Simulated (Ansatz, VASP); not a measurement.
# Sc2C in two plane-wave programs, part 2 of 2

One calculation is typed for both programs; each brings its own data sets. How far apart do they land? The cell is taken from a series of runs on this material, whose earlier steps may have relaxed, scaled, displaced or heated it; both programs get it as it stands.

VASP 6.6.1 and Ansatz 0.2.0.

So far: The starting structure; Ansatz: zone-centre phonons, LDA.

### 3. VASP: zone-centre phonons, LDA

Level of this step: LDA; plane waves and PAW (C, Sc_sv) (VASP).

The same cell, functional (in two slightly different forms), mesh and smearing now go to VASP, with its own data sets.

Lines of VASP's logs that name or quote its potential files are left out, and so is its time.

Contents of INCAR:

```
SYSTEM = Sc2C
PREC = Accurate
ENCUT = 600
EDIFF = 1E-08
NELM = 120
ISMEAR = -1
SIGMA = 0.1
LREAL = .FALSE.
ALGO = Normal
GGA = PW92
NBANDS = 19
LASPH = .TRUE.
LORBIT = 11
LWAVE = .FALSE.
LCHARG = .FALSE.
ISIF = 2
IBRION = 8
GGA_COMPAT = .FALSE.
NELMDL = -8
KPAR = 2
```

Contents of POSCAR:

```
Sc2C
1.0
    3.2380292148      0.0000000000      0.0000000000
   -1.6190146074      2.8042155582      0.0000000000
    0.0000000000      0.0000000000     28.6000000000
C Sc
1 2
Direct
    0.0000000000      0.0000000000      0.3496503497
    0.3333333333      0.6666666667      0.3916199276
    0.6666666667      0.3333333333      0.3076807717
```

Contents of KPOINTS:

```
Automatic mesh
0
Gamma
12 12 1
0 0 0
```

The projector-augmented-wave data sets are C and Sc_sv (LDA family, release 64).

Run with:

```console
$ mpirun -np 2 vasp_std
```

Numbers of over 12 decimals in the logs are rounded to 6 here.

Log:

```text
[banner, memory and clock lines left out]
running    2 mpi-ranks, on    1 nodes
 distrk:  each k-point on    1 cores,    2 groups
 distr:  one band on    1 cores,    1 groups

 POSCAR found type information on POSCAR C Sc
 POSCAR found :  2 types and       3 ions
|                                                                             |
|               ----> ADVICE to this user running VASP <----                  |
|                                                                             |
|     You enforced a specific xc type in the INCAR file but a different       |
|     [... a line on the potential file left out ...]
|     I HOPE YOU KNOW WHAT YOU ARE DOING!                                     |
|                                                                             |

 LDA part: xc-table for (Slater(with rela. corr.)+PW92), standard interpolation
 POSCAR, INCAR and KPOINTS ok, starting setup
 FFT: planning ... GRIDC
 FFT: planning ... GRID_SOFT
 FFT: planning ... GRID
 WAVECAR not read
 entering main loop
       N       E                     dE             d eps       ncg     rms          rms(c)
DAV:   1     0.477596775816E+03    0.47760E+03   -0.11472E+04   842   0.118E+03
DAV:   2     0.631831598205E+01   -0.47128E+03   -0.46264E+03  1194   0.538E+02
DAV:   3    -0.318634043482E+02   -0.38182E+02   -0.36585E+02  1257   0.175E+02
DAV:   4    -0.335166619780E+02   -0.16533E+01   -0.16470E+01  1164   0.294E+01
DAV:   5    -0.335618192673E+02   -0.45157E-01   -0.45006E-01  1292   0.554E+00
DAV:   6    -0.335622996777E+02   -0.48041E-03   -0.47982E-03  1172   0.624E-01
DAV:   7    -0.335623173262E+02   -0.17649E-04   -0.17635E-04  1276   0.138E-01
DAV:   8    -0.335623179624E+02   -0.63617E-06   -0.63577E-06  1164   0.238E-02    0.181E+01
DAV:   9    -0.243441295942E+02    0.92182E+01   -0.67165E+01  1276   0.651E+01    0.581E+00
DAV:  10    -0.239070847066E+02    0.43704E+00   -0.22746E+00  1252   0.185E+01    0.328E+00
DAV:  11    -0.237983696531E+02    0.10872E+00   -0.45743E-01  1180   0.727E+00    0.676E-01
DAV:  12    -0.237933623200E+02    0.50073E-02   -0.63034E-02  1236   0.193E+00    0.339E-01
DAV:  13    -0.237915124288E+02    0.18499E-02   -0.85152E-03  1204   0.687E-01    0.944E-02
DAV:  14    -0.237916210872E+02   -0.10866E-03   -0.10269E-03  1236   0.255E-01    0.464E-02
[...]
DAV:  22    -0.237932227082E+02   -0.69056E-05   -0.83953E-07   964   0.536E-03    0.564E-04
DAV:  23    -0.237932291752E+02   -0.64670E-05   -0.24120E-07   697   0.246E-03    0.260E-04
DAV:  24    -0.237932318292E+02   -0.26539E-05   -0.88638E-08   737   0.165E-03    0.201E-04
DAV:  25    -0.237932325117E+02   -0.68254E-06   -0.15680E-08   721   0.117E-03    0.124E-04
DAV:  26    -0.237932329206E+02   -0.40890E-06   -0.18026E-08   654   0.664E-04    0.419E-05
DAV:  27    -0.237932329618E+02   -0.41152E-07   -0.11552E-09   676   0.345E-04    0.205E-05
DAV:  28    -0.237932329793E+02   -0.17545E-07   -0.38106E-10   587   0.269E-04    0.153E-05
DAV:  29    -0.237932329823E+02   -0.29877E-08    0.32494E-10   545   0.177E-04
   1 F= -.23793233E+02 E0= -.23735854E+02  d E =-.114758E+00
 Linear response reoptimize wavefunctions to high precision
DAV:   1    -0.237932329807E+02    0.16271E-08    0.34884E-10   700   0.177E-04
DAV:   2    -0.237932329808E+02   -0.85493E-10    0.58044E-10   487   0.926E-05
 Linear response DOF=           4
 Linear response progress:
  Degree of freedom:   1/  4
       N       E                     dE             d eps       ncg     rms          rms(c)
RMM:   1    -0.120321021729E+00   -0.12032E+00    0.52857E-02  3260   0.341E+00
RMM:   2    -0.117864660138E+00    0.24564E-02   -0.78701E-03  2988   0.881E-01    0.181E-01
RMM:   3    -0.118464193603E+00   -0.59953E-03   -0.21933E-03  3135   0.260E-01    0.914E-02
RMM:   4    -0.119404262498E+00   -0.94007E-03   -0.97068E-04  3141   0.209E-01    0.148E-02
RMM:   5    -0.119366181355E+00    0.38081E-04   -0.11858E-04  3437   0.505E-02    0.894E-03
RMM:   6    -0.119370007480E+00   -0.38261E-05   -0.10613E-05  3367   0.145E-02    0.195E-03
RMM:   7    -0.119357277978E+00    0.12730E-04   -0.15105E-06  3331   0.644E-03    0.756E-04
[...]
RMM:  14    -0.119358382889E+00   -0.10029E-07   -0.83210E-08  3300   0.624E-04    0.848E-07
RMM:  15    -0.119358379392E+00    0.34972E-08   -0.77824E-08  3044   0.627E-04    0.226E-07
 first order change of Fermi-energy   0.89741E-02
 force on displaced ion       1 direction 1 : -10.208   0.000   0.000
 Linear response progress:
  Degree of freedom:   2/  4
       N       E                     dE             d eps       ncg     rms          rms(c)
RMM:   1    -0.136036639841E+00   -0.13604E+00    0.10620E-01  1423   0.267E+00
RMM:   2    -0.137435833379E+00   -0.13992E-02   -0.55911E-03  1246   0.825E-01    0.334E-01
RMM:   3    -0.137824505028E+00   -0.38867E-03   -0.32735E-03  1321   0.765E-01    0.275E-01
RMM:   4    -0.137357840907E+00    0.46666E-03   -0.26288E-03  1213   0.555E-01    0.143E-01
RMM:   5    -0.137519787888E+00   -0.16195E-03   -0.68699E-04  1174   0.239E-01    0.329E-02
RMM:   6    -0.137624253833E+00   -0.10447E-03   -0.14063E-04  1366   0.619E-02    0.107E-02
RMM:   7    -0.137601141794E+00    0.23112E-04   -0.27490E-05  1362   0.276E-02    0.278E-03
RMM:   8    -0.137602214968E+00   -0.10732E-05   -0.52866E-06  1522   0.783E-03    0.112E-03
RMM:   9    -0.137595447705E+00    0.67673E-05   -0.85169E-07  1365   0.367E-03    0.351E-04
RMM:  10    -0.137597217736E+00   -0.17700E-05   -0.47799E-07  1509   0.137E-03    0.178E-04
RMM:  11    -0.137597805018E+00   -0.58728E-06   -0.31766E-07  1420   0.896E-04    0.577E-05
RMM:  12    -0.137598208538E+00   -0.40352E-06   -0.48585E-07  1424   0.654E-04    0.390E-05
RMM:  13    -0.137598425123E+00   -0.21659E-06   -0.52873E-07  1412   0.634E-04    0.235E-05
RMM:  14    -0.137598166343E+00    0.25878E-06   -0.50617E-07  1474   0.645E-04    0.120E-05
[...]
RMM:  35    -0.137598085352E+00   -0.14658E-09   -0.41696E-07  1237   0.607E-04    0.694E-07
RMM:  36    -0.137598085827E+00   -0.47530E-09   -0.46143E-07  1278   0.608E-04    0.771E-07
RMM:  37    -0.137598085490E+00    0.33731E-09   -0.49128E-07  1231   0.605E-04    0.989E-07
RMM:  38    -0.137598085673E+00   -0.18293E-09   -0.41234E-07  1233   0.602E-04    0.709E-07
RMM:  39    -0.137598085844E+00   -0.17175E-09   -0.48291E-07  1230   0.604E-04    0.982E-07
RMM:  40    -0.137598085978E+00   -0.13367E-09   -0.46762E-07  1230   0.602E-04    0.118E-06
RMM:  41    -0.137598085804E+00    0.17406E-09   -0.42358E-07  1234   0.601E-04    0.927E-07
RMM:  42    -0.137598085998E+00   -0.19364E-09   -0.48654E-07  1232   0.602E-04    0.105E-06
 first order change of Fermi-energy   0.93556E-02
 force on displaced ion       1 direction 3 :   0.000   0.000  -5.075
 Linear response progress:
  Degree of freedom:   3/  4
       N       E                     dE             d eps       ncg     rms          rms(c)
RMM:   1    -0.717717433760E+00   -0.71772E+00   -0.10218E+02  2823   0.273E+02
RMM:   2    -0.714272098749E+00    0.34453E-02   -0.32206E-01  4623   0.570E+00    0.148E-01
RMM:   3    -0.715607681831E+00   -0.13356E-02   -0.12523E-02  5084   0.102E+00    0.687E-02
RMM:   4    -0.714860357993E+00    0.74732E-03   -0.20135E-03  6050   0.272E-01    0.349E-02
RMM:   5    -0.714362778672E+00    0.49758E-03   -0.17219E-04  5929   0.893E-02    0.647E-03
RMM:   6    -0.714404825876E+00   -0.42047E-04   -0.41430E-05  5381   0.463E-02    0.602E-03
RMM:   7    -0.714416626177E+00   -0.11800E-04   -0.11255E-05  5500   0.219E-02    0.309E-03
RMM:   8    -0.714441112865E+00   -0.24487E-04   -0.52935E-06  5879   0.107E-02    0.183E-03
RMM:   9    -0.714469798164E+00   -0.28685E-04   -0.21006E-06  5310   0.650E-03    0.356E-04
RMM:  10    -0.714470945582E+00   -0.11474E-05   -0.12210E-06  6021   0.403E-03    0.101E-04
RMM:  11    -0.714471830810E+00   -0.88523E-06   -0.72549E-07  5825   0.297E-03    0.612E-05
RMM:  12    -0.714472407456E+00   -0.57665E-06   -0.74675E-07  5769   0.256E-03    0.254E-05
RMM:  13    -0.714472474452E+00   -0.66996E-07   -0.66470E-07  5939   0.231E-03    0.247E-05
RMM:  14    -0.714472549762E+00   -0.75310E-07   -0.73015E-07  5999   0.220E-03    0.160E-05
RMM:  15    -0.714472661179E+00   -0.11142E-06   -0.72130E-07  6048   0.212E-03    0.730E-06
RMM:  16    -0.714472699408E+00   -0.38229E-07   -0.81926E-07  6224   0.207E-03    0.494E-06
RMM:  17    -0.714472744967E+00   -0.45559E-07   -0.67878E-07  6198   0.205E-03    0.216E-06
RMM:  18    -0.714472756449E+00   -0.11482E-07   -0.42871E-07  6530   0.202E-03    0.233E-06
RMM:  19    -0.714472776936E+00   -0.20487E-07   -0.43572E-07  6346   0.201E-03    0.150E-06
RMM:  20    -0.714472785074E+00   -0.81377E-08   -0.38231E-07  6591   0.200E-03    0.117E-06
RMM:  21    -0.714472783625E+00    0.14492E-08   -0.24944E-07  6387   0.199E-03    0.177E-06
RMM:  22    -0.714472792684E+00   -0.90594E-08   -0.17098E-07  6506   0.198E-03    0.124E-06
RMM:  23    -0.714472794767E+00   -0.20830E-08   -0.99859E-08  6271   0.198E-03    0.157E-06
 first order change of Fermi-energy  -0.15610E-03
 force on displaced ion       2 direction 1 :  -6.626   0.000  -0.000
 Linear response progress:
  Degree of freedom:   4/  4
       N       E                     dE             d eps       ncg     rms          rms(c)
RMM:   1    -0.869696031812E+00   -0.86970E+00   -0.10317E+02   724   0.274E+02
RMM:   2    -0.864895265544E+00    0.48008E-02   -0.32101E-01  1179   0.599E+00    0.256E-01
RMM:   3    -0.867465734131E+00   -0.25705E-02   -0.97721E-03  1186   0.115E+00    0.158E-01
RMM:   4    -0.867615361788E+00   -0.14963E-03   -0.31901E-03  1222   0.526E-01    0.137E-01
RMM:   5    -0.866390109566E+00    0.12253E-02   -0.75104E-04  1110   0.304E-01    0.338E-02
RMM:   6    -0.866335788623E+00    0.54321E-04   -0.17950E-04  1452   0.823E-02    0.167E-02
RMM:   7    -0.866345197346E+00   -0.94087E-05   -0.31437E-05  1414   0.371E-02    0.474E-03
RMM:   8    -0.866378860532E+00   -0.33663E-04   -0.83980E-06  1458   0.167E-02    0.227E-03
RMM:   9    -0.866409458953E+00   -0.30598E-04   -0.31893E-06  1487   0.809E-03    0.900E-04
RMM:  10    -0.866411515585E+00   -0.20566E-05   -0.86057E-07  1520   0.452E-03    0.250E-04
RMM:  11    -0.866411230688E+00    0.28490E-06   -0.43330E-07  1609   0.261E-03    0.160E-04
RMM:  12    -0.866411156332E+00    0.74357E-07   -0.24789E-07  1454   0.226E-03    0.787E-05
RMM:  13    -0.866410285481E+00    0.87085E-06   -0.20566E-07  1536   0.195E-03    0.614E-05
RMM:  14    -0.866409754016E+00    0.53147E-06   -0.35871E-07  1505   0.180E-03    0.415E-05
[...]
RMM:  23    -0.866409490130E+00    0.30325E-08   -0.20777E-07  1617   0.155E-03    0.505E-07
RMM:  24    -0.866409493988E+00   -0.38582E-08   -0.21617E-07  1642   0.155E-03    0.269E-07
RMM:  25    -0.866409493140E+00    0.84782E-09   -0.23581E-07  1571   0.155E-03    0.440E-07
RMM:  26    -0.866409493546E+00   -0.40555E-09   -0.26236E-07  1589   0.155E-03    0.813E-07
RMM:  27    -0.866409493806E+00   -0.26036E-09   -0.27970E-07  1527   0.154E-03    0.105E-06
RMM:  28    -0.866409493760E+00    0.45933E-10   -0.27773E-07  1539   0.154E-03    0.141E-06
RMM:  29    -0.866409493972E+00   -0.21109E-09   -0.26743E-07  1557   0.154E-03    0.121E-06
RMM:  30    -0.866409493467E+00    0.50482E-09   -0.26707E-07  1565   0.154E-03    0.122E-06
 first order change of Fermi-energy  -0.76616E-01
 force on displaced ion       2 direction 3 :  -0.000   0.000  -8.944
 Linear response finished
```

From OUTCAR (step 3):

```text
ion  position               nearest neighbor table
   1  0.000  0.000  0.350-   2 2.22   2 2.22   2 2.22   3 2.22   3 2.22   3 2.22
   2  0.333  0.667  0.392-   1 2.22   1 2.22   1 2.22   3 3.04   3 3.04   3 3.04
   3  0.667  0.333  0.308-   1 2.22   1 2.22   1 2.22   2 3.04   2 3.04   2 3.04

  LATTYP: Found a hexagonal cell.
 ALAT       =     3.2380292148
 C/A-ratio  =     8.8325330325

 Subroutine GETGRP returns: Found 12 space group operations
 (whereof  6 operations were pure point group operations)

The static configuration has the point symmetry C_3v.
 The point group associated with its full space group is D_3d.

 Found     19 irreducible k-points:

   k-points           NKPTS =     19   k-points in BZ     NKDIM =     19   number of bands    NBANDS=     19

   dimension x,y,z NGX =    28 NGY =   28 NGZ =  240
   dimension x,y,z NGXF=    56 NGYF=   56 NGZF=  480

   ENCUT  =  600.0 eV  44.10 Ry    6.64 a.u.   6.47  6.47 57.12*2*pi/ulx,y,z

   NELECT =      26.0000    total number of electrons

 k-points in reciprocal lattice and weights: Automatic mesh
   0.00000000  0.00000000  0.00000000       0.007
   0.08333333  0.00000000  0.00000000       0.042
   0.16666667 -0.00000000  0.00000000       0.042
   0.25000000  0.00000000  0.00000000       0.042
   0.33333333  0.00000000  0.00000000       0.042
   0.41666667  0.00000000  0.00000000       0.042
   0.50000000  0.00000000  0.00000000       0.021
   0.08333333  0.08333333  0.00000000       0.042
   0.16666667  0.08333333  0.00000000       0.083
[...]
0.33333333  0.25000000  0.00000000       0.083
   0.33333333  0.33333333  0.00000000       0.014

 average (electrostatic) potential at core
       1 -60.1164       2 -52.6595       3 -52.6595

  Total        0.2744493      0.2744493      0.0345646      0.0000000      0.0000000      0.0000000
  in kB        1.6932243      1.6932243      0.2132473      0.0000000      0.0000000      0.0000000
  external PRESSURE =       1.1998986 kB  Pullay stress =       0.0000000 kB

  energy-cutoff  :      600.00
  volume of cell :      259.69
      direct lattice vectors                 reciprocal lattice vectors
     3.238029215  0.000000000  0.000000000     0.308829826  0.178302983  0.000000000
    -1.619014607  2.804215558  0.000000000     0.000000000  0.356605967  0.000000000
     0.000000000  0.000000000 28.600000000     0.000000000  0.000000000  0.034965035

 POSITION                                       TOTAL-FORCE (eV/Angst)
 -----------------------------------------------------------------------------------
      0.00000      0.00000     10.00000         0.000000     -0.000000      0.000000
     -0.00000      1.86948     11.20033         0.000000     -0.000000      0.024091
      1.61901      0.93474      8.79967        -0.000000      0.000000     -0.024091
 -----------------------------------------------------------------------------------
    total drift:                               -0.000000      0.000000      0.000008

 Eigenvectors and eigenvalues of the dynamical matrix
 ----------------------------------------------------

   1 f  =   15.342957 THz    96.402641 2PiTHz  511.785953 cm-1    63.453343 meV
             X         Y         Z           dx          dy          dz
      0.000000  0.000000 10.000000    -0.939331    0.000008   -0.000000
     -0.000000  1.869477 11.200330     0.242547   -0.000002    0.000000
      1.619015  0.934739  8.799670     0.242547   -0.000002   -0.000000

   2 f  =   15.342957 THz    96.402641 2PiTHz  511.785953 cm-1    63.453343 meV
             X         Y         Z           dx          dy          dz
      0.000000  0.000000 10.000000     0.000008    0.939331    0.000000
     -0.000000  1.869477 11.200330    -0.000002   -0.242547   -0.000000
      1.619015  0.934739  8.799670    -0.000002   -0.242547    0.000000

   3 f  =   10.823709 THz    68.007369 2PiTHz  361.040066 cm-1    44.763243 meV
             X         Y         Z           dx          dy          dz
      0.000000  0.000000 10.000000     0.000000    0.000000   -0.938838
     -0.000000  1.869477 11.200330    -0.000000   -0.000000    0.243498
      1.619015  0.934739  8.799670     0.000000    0.000000    0.243498

   4 f  =    9.129621 THz    57.363101 2PiTHz  304.531380 cm-1    37.757062 meV
             X         Y         Z           dx          dy          dz
      0.000000  0.000000 10.000000     0.000000   -0.000000    0.000000
     -0.000000  1.869477 11.200330    -0.000000    0.000000    0.707107
      1.619015  0.934739  8.799670     0.000000   -0.000000   -0.707107

   5 f  =    6.659330 THz    41.841802 2PiTHz  222.131325 cm-1    27.540762 meV
             X         Y         Z           dx          dy          dz
      0.000000  0.000000 10.000000    -0.000000    0.000000   -0.000000
     -0.000000  1.869477 11.200330     0.707107   -0.000019    0.000000
      1.619015  0.934739  8.799670    -0.707107    0.000019   -0.000000

   6 f  =    6.659330 THz    41.841802 2PiTHz  222.131325 cm-1    27.540762 meV
             X         Y         Z           dx          dy          dz
      0.000000  0.000000 10.000000    -0.000000   -0.000000   -0.000000
     -0.000000  1.869477 11.200330     0.000019    0.707107    0.000000
      1.619015  0.934739  8.799670    -0.000019   -0.707107    0.000000

   7 f/i=    0.004423 THz     0.027788 2PiTHz    0.147522 cm-1     0.018290 meV
             X         Y         Z           dx          dy          dz
      0.000000  0.000000 10.000000    -0.339315    0.050233   -0.000000
     -0.000000  1.869477 11.200330    -0.657046    0.097270   -0.000000
      1.619015  0.934739  8.799670    -0.657046    0.097270   -0.000000

   8 f/i=    0.004423 THz     0.027788 2PiTHz    0.147522 cm-1     0.018290 meV
             X         Y         Z           dx          dy          dz
      0.000000  0.000000 10.000000     0.050233    0.339315   -0.000000
     -0.000000  1.869477 11.200330     0.097270    0.657046   -0.000000
      1.619015  0.934739  8.799670     0.097270    0.657046   -0.000000

   9 f/i=    0.012387 THz     0.077828 2PiTHz    0.413177 cm-1     0.051227 meV
             X         Y         Z           dx          dy          dz
      0.000000  0.000000 10.000000    -0.000000    0.000000    0.344359
     -0.000000  1.869477 11.200330    -0.000000    0.000000    0.663859
      1.619015  0.934739  8.799670    -0.000000    0.000000    0.663859

 ELASTIC MODULI CONTR FROM IONIC RELAXATION (kBar)
 Direction    XX          YY          ZZ          XY          YZ          ZX
 --------------------------------------------------------------------------------
 XX         -81.4280    -75.3543   -145.6776     -0.0000     22.2127      0.0000
 YY         -75.3543    -81.4280   -145.6776     -0.0000    -22.2127      0.0000
 ZZ        -145.6776   -145.6776   -270.7190     -0.0000      0.0000      0.0000
 XY          -0.0000     -0.0000     -0.0000     -3.0368     -0.0000     17.9736
 YZ          22.2127    -22.2127      0.0000     -0.0000   -162.4743      0.0000
 ZX           0.0000      0.0000      0.0000     17.9736      0.0000   -106.3781
 --------------------------------------------------------------------------------
```

Energies printed during the response cycles are not total energies of the cell.

### 4. Comparison

Known differences besides the potentials themselves: Ansatz cuts the interaction across the vacuum, VASP repeats the sheet without a dipole correction; the cutoff is 420 eV in Ansatz and 600 eV in VASP; VASP's log shows a relativistic correction to its local exchange, Ansatz's none. Total energies have different zeros and are not compared.

The two programs side by side:

```
                  quantity  Ansatz   VASP  difference
optical mode 1 to 2 (cm⁻¹)   220.9  222.1     -0.54 %
     optical mode 3 (cm⁻¹)   303.2  304.5     -0.42 %
     optical mode 4 (cm⁻¹)   355.9  361.0     -1.44 %
optical mode 5 to 6 (cm⁻¹)   507.2  511.8     -0.90 %
```

Modes are paired by rising frequency, not by their patterns, so a pair may set unlike modes beside each other; they are those without the splitting of longitudinal modes. Where the cell holds vacuum, a pressure given here is an average over it and none of the material.

### 5. What came out

* r.m.s. difference of the optical zone-centre modes, each program's sorted by frequency (zone-centre phonons, LDA): 3.5 cm⁻¹
* difference in optical mode 4 (zone-centre phonons, LDA): -1.4 %

**Reading.** The r.m.s. difference of the optical zone-centre modes, each program's sorted by frequency is 3.5 cm⁻¹ (zone-centre phonons, LDA). Among the rows given in per cent, the largest difference of the zone-centre phonons, LDA pair is in optical mode 4, -1.4 %. How closely two codes agree says nothing of how well the functional describes the real material.

[Lines on the potential files, build, host, timing and source positions are cut from VASP's logs without a mark.]

[Logs are printed without paths, hosts, clocks, repeated set-up lines and the standing remarks that a program may print on its own settings, such as how far it seeks lower states.]

[Hosts, paths, dates, database ids (printed as entryN), source tags and the programs' standing remarks are cut or masked in the printed files.]
